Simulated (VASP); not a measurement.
Output of a VASP run:

OSZICAR:
```
       N       E                     dE             d eps       ncg     rms          rms(c)
DAV:   1     0.856968786740E+02    0.85697E+02   -0.98553E+03  1318   0.250E+03
DAV:   2    -0.116728044313E+01   -0.86864E+02   -0.82255E+02  1362   0.348E+02
DAV:   3    -0.666250794215E+01   -0.54952E+01   -0.54621E+01  1407   0.798E+01
DAV:   4    -0.673004223191E+01   -0.67534E-01   -0.67485E-01  1409   0.932E+00
DAV:   5    -0.673090052897E+01   -0.85830E-03   -0.85828E-03  1410   0.951E-01    0.689E+00
DAV:   6    -0.783104052490E+01   -0.11001E+01   -0.59687E+00  1561   0.461E+01    0.399E+00
DAV:   7    -0.779468654201E+01    0.36354E-01   -0.99004E-01  1733   0.141E+01    0.164E+00
DAV:   8    -0.777378402445E+01    0.20903E-01   -0.35169E-01  1360   0.671E+00    0.785E-01
DAV:   9    -0.755288335948E+01    0.22090E+00   -0.18630E-01  1222   0.621E+00    0.468E-01
DAV:  10    -0.777605617936E+01   -0.22317E+00   -0.10992E-01  1222   0.428E+00    0.343E-01
DAV:  11    -0.777696424032E+01   -0.90806E-03   -0.25148E-03  1500   0.625E-01    0.221E-01
DAV:  12    -0.777912230767E+01   -0.21581E-02   -0.66478E-03  1222   0.108E+00    0.894E-02
DAV:  13    -0.778046366369E+01   -0.13414E-02   -0.96033E-04  1312   0.324E-01    0.222E-02
DAV:  14    -0.778048188806E+01   -0.18224E-04   -0.92509E-05  1300   0.136E-01    0.895E-03
DAV:  15    -0.778048481413E+01   -0.29261E-05   -0.30508E-05  1252   0.670E-02    0.204E-03
DAV:  16    -0.778049647660E+01   -0.11662E-04   -0.64320E-06  1242   0.327E-02    0.186E-03
DAV:  17    -0.778049606390E+01    0.41270E-06   -0.59351E-07  1377   0.131E-02    0.420E-04
DAV:  18    -0.778049544997E+01    0.61392E-06   -0.68423E-08   876   0.404E-03    0.301E-04
DAV:  19    -0.778049566622E+01   -0.21625E-06   -0.11261E-08   656   0.171E-03    0.147E-04
DAV:  20    -0.778049563301E+01    0.33217E-07   -0.46202E-09   631   0.104E-03
   1 F= -.77804956E+01 E0= -.77804956E+01  d E =-.385420E-19
```

OUTCAR:
```
------------------------ aborting loop because EDIFF is reached ----------------------------------------
  FORCE on cell =-STRESS in cart. coord.  units (eV):
  Direction    XX          YY          ZZ          XY          YZ          ZX
  --------------------------------------------------------------------------------------
  Total        0.8759555      0.8759555      0.8759555      0.0000000      0.0000000      0.0000000
  in kB       62.7234526     62.7234526     62.7234526      0.0000000      0.0000000      0.0000000
  external PRESSURE =      62.7234526 kB  Pullay stress =       0.0000000 kB
  volume of cell :       22.37
      direct lattice vectors                 reciprocal lattice vectors
     0.000000000  2.236544595  2.236544595    -0.223559146  0.223559146  0.223559146
     2.236544595  0.000000000  2.236544595     0.223559146 -0.223559146  0.223559146
     2.236544595  2.236544595  0.000000000     0.223559146  0.223559146 -0.223559146
  FREE ENERGIE OF THE ION-ELECTRON SYSTEM (eV)
  ---------------------------------------------------
  free  energy   TOTEN  =        -7.7804956330 eV

  energy  without entropy=       -7.7804956330  energy(sigma->0) =       -7.78049563
```
(Selected blocks of OUTCAR.)

POSCAR:
```
GaN
1
    0.0000000000     2.2365445949     2.2365445949
    2.2365445949     0.0000000000     2.2365445949
    2.2365445949     2.2365445949     0.0000000000
Ga N
1 1
Direct
  0.0000000000   0.0000000000   0.0000000000
  0.2500000000   0.2500000000   0.2500000000
```

### Question
Write an INCAR and KPOINTS that could have produced this output.

### Answer
Several could match; the one computed here: the input of the run itself, revTPSS meta-GGA, plane waves, VASP's PBE PAW potentials (set 64).

INCAR:
```
ALGO  =  Normal
EDIFF  =  1E-7
ENCUT  =  520
ISIF  =  2
ISMEAR  =  0
LASPH  =  .TRUE.
LCHARG  =  .FALSE.
LMAXMIX  =  4
LMIXTAU  =  .TRUE.
LREAL  =  .FALSE.
LWAVE  =  .FALSE.
METAGGA  =  RTPSS
NELM  =  100
PREC  =  Accurate
SIGMA  =  0.05
SYSTEM  =  GaN
```

KPOINTS:
```
Automatic mesh
0
Gamma
10 10 10
0 0 0
```

POTCAR, in this order: Ga_d N (PBE.64 set). Program: vasp_std.

The compound is GaN in the zinc blende structure, a metastable form; wurtzite is the usual one. This cell is one point of a volume scan, at 0.97 of the reference volume.
